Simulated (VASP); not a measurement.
Output of a VASP run:

**OSZICAR**
```
       N       E                     dE             d eps       ncg     rms          rms(c)
DAV:   1     0.100438825878E+03    0.10044E+03   -0.85682E+03 10176   0.127E+03
DAV:   2    -0.517795328351E+01   -0.10562E+03   -0.94308E+02 10493   0.249E+02
DAV:   3    -0.891823746355E+01   -0.37403E+01   -0.35737E+01 12250   0.558E+01
DAV:   4    -0.895889495368E+01   -0.40657E-01   -0.40628E-01 11948   0.512E+00
DAV:   5    -0.895991666397E+01   -0.10217E-02   -0.10217E-02 12953   0.922E-01    0.127E+01
DAV:   6    -0.111118043595E+02   -0.21519E+01   -0.16318E+01 11205   0.826E+01    0.292E+01
DAV:   7    -0.794728533878E+01    0.31645E+01   -0.92327E+00 12817   0.746E+01    0.662E+00
DAV:   8    -0.793501710174E+01    0.12268E-01   -0.37298E-01 12177   0.808E+00    0.356E+00
DAV:   9    -0.787062560929E+01    0.64391E-01   -0.10880E-01 14881   0.661E+00    0.137E+00
DAV:  10    -0.786685015423E+01    0.37755E-02   -0.28719E-02 15281   0.305E+00    0.510E-01
DAV:  11    -0.786675750445E+01    0.92650E-04   -0.18963E-03 13322   0.795E-01    0.209E-01
DAV:  12    -0.786693712159E+01   -0.17962E-03   -0.26262E-04 12208   0.223E-01    0.712E-02
DAV:  13    -0.786696253629E+01   -0.25415E-04   -0.56361E-05 12000   0.955E-02    0.405E-02
DAV:  14    -0.786696888918E+01   -0.63529E-05   -0.10223E-05 12202   0.452E-02    0.193E-02
DAV:  15    -0.786696886516E+01    0.24016E-07   -0.30759E-06 13010   0.365E-02    0.724E-03
DAV:  16    -0.786696726254E+01    0.16026E-05   -0.19085E-06 13655   0.250E-02    0.294E-03
DAV:  17    -0.786696686075E+01    0.40179E-06   -0.14572E-07  8405   0.419E-03    0.173E-03
DAV:  18    -0.786696700206E+01   -0.14131E-06   -0.37914E-08  5665   0.404E-03    0.660E-04
DAV:  19    -0.786696699535E+01    0.67100E-08   -0.14204E-08  5516   0.165E-03
   1 F= -.78669670E+01 E0= -.78666988E+01  d E =-.786697E+01  mag=     3.3153
```

OUTCAR:
```
------------------------ aborting loop because EDIFF is reached ----------------------------------------
  FORCE on cell =-STRESS in cart. coord.  units (eV):
  Direction    XX          YY          ZZ          XY          YZ          ZX
  --------------------------------------------------------------------------------------
  Total       -1.6497643     -1.6497643     -1.6203283      0.0000000      0.0000000     -0.0000000
  in kB      -81.8921077    -81.8921077    -80.4309429      0.0000000      0.0000000     -0.0000000
  external PRESSURE =     -81.4050528 kB  Pullay stress =       0.0000000 kB
  volume of cell :       32.28
      direct lattice vectors                 reciprocal lattice vectors
     2.864754306  0.000000000  0.000000000     0.349070075  0.000000000  0.000000000
     0.000000000  2.864754306  0.000000000     0.000000000  0.349070075  0.000000000
     0.000000000  0.000000000  3.932925037     0.000000000  0.000000000  0.254263682
 POSITION                                       TOTAL-FORCE (eV/Angst)
 -----------------------------------------------------------------------------------
      0.00000      0.00000      0.00000         0.000000      0.000000      0.000000
      1.43238      1.43238      1.96646         0.000000      0.000000      0.000000
 -----------------------------------------------------------------------------------
    total drift:                                0.000000      0.000000     -0.000000
  FREE ENERGIE OF THE ION-ELECTRON SYSTEM (eV)
  ---------------------------------------------------
  free  energy   TOTEN  =        -7.8669669954 eV

  energy  without entropy=       -7.8661623582  energy(sigma->0) =       -7.86669878

 total charge

# of ion       s       p       d       tot
------------------------------------------
    1        0.362   0.325   6.122   6.809
    2        0.672   0.469   8.039   9.180
--------------------------------------------------
tot          1.034   0.793  14.161  15.989

 magnetization (x)

# of ion       s       p       d       tot
------------------------------------------
    1        0.007  -0.008   2.992   2.991
    2       -0.025  -0.056   0.419   0.338
--------------------------------------------------
tot         -0.018  -0.064   3.410   3.329

 reached required accuracy - stopping structural energy minimisation
```
(Selected blocks of OUTCAR.)

**POSCAR**
```
FePt
1
    2.8647543060     0.0000000000     0.0000000000
    0.0000000000     2.8647543060     0.0000000000
    0.0000000000     0.0000000000     3.9329250370
Fe Pt
1 1
Direct
  0.0000000000   0.0000000000   0.0000000000
  0.5000000000   0.5000000000   0.5000000000
```

Reconstruct the remaining input files.

Several could match; the one computed here: the input of the run itself, vdW-DF2, plane waves, VASP's PBE PAW potentials (set 64).

### INCAR
```
! general
SYSTEM   = FePt
PREC     = Accurate
ENCUT    = 520   ! plane-wave cut-off (eV)
LREAL    = F
LASPH    = T   ! aspherical one-centre terms

! electronic loop
EDIFF    = 1E-7   ! SCF stop (eV)
NELM     = 100
ALGO     = Normal   ! blocked Davidson
LMAXMIX  = 6

! smearing
ISMEAR   = 1   ! Methfessel-Paxton
SIGMA    = 0.1

! functional
GGA      = ML
LUSE_VDW = T
AGGAC    = 0.0
ZAB_VDW  = -1.8867

! spin
ISPIN    = 2   ! spin-polarised
MAGMOM   = 2.9 0.3

! ions
IBRION   = 2
NSW      = 30   ! most ionic steps
ISIF     = 4   ! ions and shape, fixed volume
EDIFFG   = -0.01

! output
LWAVE    = F
LCHARG   = F
LORBIT   = 10
```

**KPOINTS**
```
K-points
0
gamma
  13 13 10
0 0 0
```

POTCAR, in this order: Fe Pt (PBE.64 set). Program: vasp_std.

The compound is FePt in the L1_0 structure. This cell is one point of a volume scan, at 1.06 of the reference volume.
